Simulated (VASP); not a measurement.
Calculation: PBE GGA, VASP's PBE PAW potentials (set 64) (plane waves; VASP 6.6.1).

VASP input:

**INCAR**
```
! general
SYSTEM   =  CaO
PREC     =  Accurate
ENCUT    =  600
LREAL    =  F
LASPH    =  T

! electronic loop
EDIFF    =  1E-7
NELM     =  100   ! most electronic steps
ALGO     =  Normal   ! blocked Davidson

! smearing
ISMEAR   =  0   ! Gaussian
SIGMA    =  0.05   ! width (eV)

! functional
GGA      =  PE

! ions
IBRION   =  2
NSW      =  40
ISIF     =  3
EDIFFG   =  -0.01   ! ionic stop
PSTRESS  =  200

! output
LWAVE    =  F
LCHARG   =  F
```

File POSCAR:
```
CaO
1
    0.0000000000     2.3089066314     2.3089066314
    2.3089066314    -0.0000000000     2.3089066314
    2.3089066314     2.3089066314     0.0000000000
Ca O
1 1
Direct
  0.0000000000   1.0000000000   1.0000000000
  0.5000000000   0.5000000000   0.5000000000
```

**KPOINTS**
```
Automatic mesh
0
Gamma
10 10 10
0 0 0
```

POTCAR, in this order: Ca_sv O (PBE.64 set). Program: vasp_std.

The resulting files:

File OSZICAR:
```
       N       E                     dE             d eps       ncg     rms          rms(c)
DAV:   1     0.145100158001E+03    0.14510E+03   -0.98153E+03  1128   0.156E+03
DAV:   2    -0.699074640497E+01   -0.15209E+03   -0.14352E+03  1280   0.368E+02
DAV:   3    -0.141022938164E+02   -0.71115E+01   -0.70556E+01  1424   0.818E+01
DAV:   4    -0.143472674757E+02   -0.24497E+00   -0.24468E+00  1692   0.134E+01
DAV:   5    -0.143500741714E+02   -0.28067E-02   -0.28066E-02  1396   0.131E+00    0.864E+00
DAV:   6    -0.126277127598E+02    0.17224E+01   -0.82628E+00  1316   0.280E+01    0.336E+00
DAV:   7    -0.126010280263E+02    0.26685E-01   -0.63512E-01  1500   0.823E+00    0.170E+00
DAV:   8    -0.126003732295E+02    0.65480E-03   -0.78682E-02  1256   0.332E+00    0.429E-01
DAV:   9    -0.125982292433E+02    0.21440E-02   -0.24462E-02  1396   0.145E+00    0.131E-01
DAV:  10    -0.125985399413E+02   -0.31070E-03   -0.20142E-03  1264   0.481E-01    0.293E-02
DAV:  11    -0.125986260331E+02   -0.86092E-04   -0.32000E-04  1556   0.159E-01    0.309E-02
DAV:  12    -0.125986092006E+02    0.16832E-04   -0.67123E-05  1324   0.964E-02    0.357E-03
DAV:  13    -0.125986094225E+02   -0.22190E-06   -0.45905E-06  1476   0.227E-02    0.867E-04
DAV:  14    -0.125986092358E+02    0.18677E-06   -0.17113E-07  1292   0.495E-03    0.563E-04
DAV:  15    -0.125986093210E+02   -0.85229E-07   -0.27195E-08   660   0.208E-03
   1 F= -.95255671E+01 E0= -.95255671E+01  d E =-.952557E+01
```

### OUTCAR
```
------------------------ aborting loop because EDIFF is reached ----------------------------------------
  FORCE on cell =-STRESS in cart. coord.  units (eV):
  Direction    XX          YY          ZZ          XY          YZ          ZX
  --------------------------------------------------------------------------------------
  Total        3.0749130      3.0749130      3.0749130      0.0000000      0.0000000      0.0000000
  in kB      200.1217582    200.1217582    200.1217582      0.0000000      0.0000000      0.0000000
  external PRESSURE =       0.1217582 kB  Pullay stress =     200.0000000 kB
  volume of cell :       24.62
      direct lattice vectors                 reciprocal lattice vectors
     0.000000000  2.308906631  2.308906631    -0.216552715  0.216552715  0.216552715
     2.308906631  0.000000000  2.308906631     0.216552715 -0.216552715  0.216552715
     2.308906631  2.308906631  0.000000000     0.216552715  0.216552715 -0.216552715
  FREE ENERGIE OF THE ION-ELECTRON SYSTEM (eV)
  ---------------------------------------------------
  free  energy   TOTEN  =       -12.5986093210 eV

  energy  without entropy=      -12.5986093210  energy(sigma->0) =      -12.59860932
  enthalpy is  TOTEN    =        -9.5255671352 eV   P V=        3.0730421858

 reached required accuracy - stopping structural energy minimisation
```
(Selected blocks of OUTCAR.)

OUTCAR:
```
 val. band max:        3.0793487025   @ k =   0.0000   0.0000   0.0000

 cond. band min:       6.6426558865   @ k =   0.5000   0.5000   0.0000


 Fermi energy:         3.2929039106

 k-point     1 :       0.0000    0.0000    0.0000
  band No.  band energies     occupation
      1     -34.0996      2.00000
      2     -14.7507      2.00000
      3     -14.7507      2.00000
      4     -14.7507      2.00000
      5     -12.6896      2.00000
      6       3.0793      2.00000
      7       3.0793      2.00000
      8       3.0793      2.00000
      9       8.8403      0.00000
     10       9.5781      0.00000
     11       9.5781      0.00000
     12       9.5781      0.00000

 k-point     2 :       0.1000    0.0000    0.0000
  band No.  band energies     occupation
      1     -34.0832      2.00000
      2     -15.0201      2.00000
      3     -14.7576      2.00000
      4     -14.7576      2.00000
      5     -12.4191      2.00000
      6       2.6949      2.00000
      7       2.9057      2.00000
      8       2.9057      2.00000
      9       9.3048      0.00000
     10       9.5575      0.00000
     11       9.7769      0.00000
     12       9.7769      0.00000

 k-point     3 :       0.2000    0.0000    0.0000
  band No.  band energies     occupation
      1     -34.0398      2.00000
      2     -15.5489      2.00000
      3     -14.7757      2.00000
      4     -14.7757      2.00000
      5     -11.8864      2.00000
      6       1.8494      2.00000
      7       2.4942      2.00000
      8       2.4942      2.00000
      9       9.5699      0.00000
     10      10.3268      0.00000
     11      10.3268      0.00000
     12      10.4397      0.00000

 k-point     4 :       0.3000    0.0000    0.0000
  band No.  band energies     occupation
      1     -33.9855      2.00000
      2     -16.0463      2.00000
      3     -14.7977      2.00000
      4     -14.7977      2.00000
      5     -11.3811      2.00000
      6       0.9839      2.00000
...
```

The compound is CaO in the rock salt structure. It was relaxed first under an external pressure of 20 GPa.
